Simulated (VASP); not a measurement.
VASP input:

**KPOINTS**
```
Automatic mesh
0
Gamma
11 11 11
0 0 0
```

File POSCAR:
```
Al2Os
1
   -1.5782497386     1.5782497386     4.1506372908
    1.5782497386    -1.5782497386     4.1506372908
    1.5782497386     1.5782497386    -4.1506372908
Al Os
2 1
Direct
  0.3385482310   0.3385482310   1.0000000000
  0.6614517690   0.6614517690   0.0000000000
  1.0000000000   1.0000000000   1.0000000000
```

**INCAR**
```
SYSTEM = Al2Os
PREC = Accurate
ENCUT = 400
EDIFF = 1E-7
NELM = 100
ALGO = Normal
LREAL = .FALSE.
LASPH = .TRUE.
ISMEAR = -5
GGA = PS
LMAXMIX = 6
LWAVE = .FALSE.
LCHARG = .TRUE.
LORBIT = 11
NEDOS = 601
ISIF = 2
LEFG = .TRUE.
```

POTCAR, in this order: Al Os (PBE.64 set). Program: vasp_std.

Question: Write an equivalent input for Ansatz.

Answer: One equivalent input (not run):
Ansatz 0.2 input:
```yaml
crystal:
  lattice:
    - [-1.5782497, 1.5782497, 4.1506373]
    - [1.5782497, -1.5782497, 4.1506373]
    - [1.5782497, 1.5782497, -4.1506373]
  atoms:
    - { symbol: Al, position: [0.3385482, 0.3385482, 1.0000000] }
    - { symbol: Al, position: [0.6614518, 0.6614518, 0.0000000] }
    - { symbol: Os, position: [1.0000000, 1.0000000, 1.0000000] }
kpoints:
  mp_grid: { grid: [11, 11, 11] }
hamiltonian:
  xc: pbesol
  pseudopotentials: { kind: paw }
scf:
  occupations: { method: tetrahedron }
  max_iter: 100
output: { forces: true, stress: true, eigenvalues: true }
```
Limits of the translation: each code has its own PAW files, so the cut-off isn't converted (ENCUT is set for VASP's; basis.ecutwfc is left out, and Ansatz then takes the one that its files recommend); Ansatz stops its SCF on the density residual and VASP on the energy change (EDIFF); the field gradients of LEFG aren't asked of the other code.

The structure comes from a computed database's Al2Os entry (I4/mmm); how it stands against other phases isn't given here. It was relaxed first.
